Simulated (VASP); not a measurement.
The system is SnTe.

```
Sn Te
1.0
     0.00000    3.18581    3.18581
     3.18581    0.00000    3.18581
     3.18581    3.18581    0.00000
Sn Te
1 1
Direct
  0.00000 0.00000 0.00000
  0.50000 0.50000 0.50000
```

The cell is a database's computed one.

| Quantity | Value |
| --- | --- |
| Program | VASP 6.6.1 |
| Task | relaxation of cell and atoms |
| Functional | PBEsol |
| Potentials or basis | VASP PAW PBE potentials, release 64 (Sn_d, Te) |
| Cutoff | 600 eV |
| k mesh | 12 × 12 × 12 |
| Occupations | gaussian, width 0.1 eV |
| Spin | no spin polarisation |

At the start: pressure -1.7 GPa; volume 32.33 Å³/atom.

Task: How do energy, volume and symmetry change on relaxing?

Result: Over 3 steps the energy falls by 6.6 meV/atom and the volume is 31.11 Å³/atom (-3.8 %); space group Fm-3m (No. 225, to 0.05 Å).

The path:
```tsv
step	energy change (eV)	largest force (eV/Å)	pressure (GPa)	volume (Å³)
1	0.0000	0.0000	-1.67	64.67
2	-0.0123	0.0000	0.51	61.56
3	-0.0133	0.0000	0.01	62.21
```

Final structure:
```
CELL_PARAMETERS angstrom
0.00000 3.14493 3.14493
3.14493 0.00000 3.14493
3.14493 3.14493 0.00000
ATOMIC_POSITIONS crystal
Sn 0.00000 0.00000 0.00000
Te 0.50000 0.50000 0.50000
```

Caveat: the PAW data sets were made with another functional, which shifts forces and pressure a little.
